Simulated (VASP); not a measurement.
Input of a VASP 6.6.1 run:

Contents of INCAR:

```
SYSTEM = ZnO
PREC = Accurate
ENCUT = 520
EDIFF = 1E-7
ISMEAR = 0
SIGMA = 0.02
LREAL = .False.
LASPH = .True.
NELM = 100
ALGO = Normal
ISIF = 2
LWAVE = .False.
LCHARG = .False.
GGA = PE
IVDW = 12
LEPSILON = .True.
KPAR = 4
```

KPOINTS

```
regular mesh
0
Gamma
  12 12 6
  0 0 0
```

POSCAR

```
ZnO                                     
1.0
    3.2629007353      0.0000000000      0.0000000000
   -1.6314503676      2.8257549240      0.0000000000
    0.0000000000      0.0000000000      5.2685566353
  Zn              O             
     2     2
Direct
     0.3333333300000021    0.6666666699999979    0.5000429704766326
     0.6666666699999979    0.3333333300000021    0.0000429704766326
     0.6666666699999979    0.3333333300000021    0.3789670295233683
     0.3333333300000021    0.6666666699999979    0.8789670295233684
```

Potentials or basis: VASP PAW PBE potentials, release 64 (Zn, O).

The run is started by

```bash
$ cat potpaw_PBE.64/Zn/POTCAR potpaw_PBE.64/O/POTCAR > POTCAR
$ mpirun -np 4 vasp_std > vasp.out
```

What does it give for the electronic dielectric tensor (diagonal)?

5.49, 5.49, 5.50.

What does it give for the Born charges (mean of the diagonal)?

Zn +2.15; O -2.15 e.

Predict the band gap on the k mesh.

0.75 eV, direct.

Estimate the dispersion energy per atom.

-0.220 eV.

Electronic dielectric tensor:
```
5.49 0.00 0.00
0.00 5.49 0.00
0.00 0.00 5.50
```

**Experimental background.**

“Electronic structure of alkaline earth and post-transition metal oxides”, 2009, arxiv:0908.1581 quotes, for a bulk crystal of ZnO: band gap 3.37 eV.

A measured gap of ZnO is 3.37 eV (quoted in “Electronic structure of alkaline earth and post-transition metal oxides”, 2009, arxiv:0908.1581); the calculated 0.75 eV misses it by -2.62 eV. So large a miss can be the level of theory's own, or it may mean another phase, state or a wrong row. The value is that of PBE+D3(BJ), without temperature or zero-point motion. Semilocal functionals fall short of measured gaps as a rule.
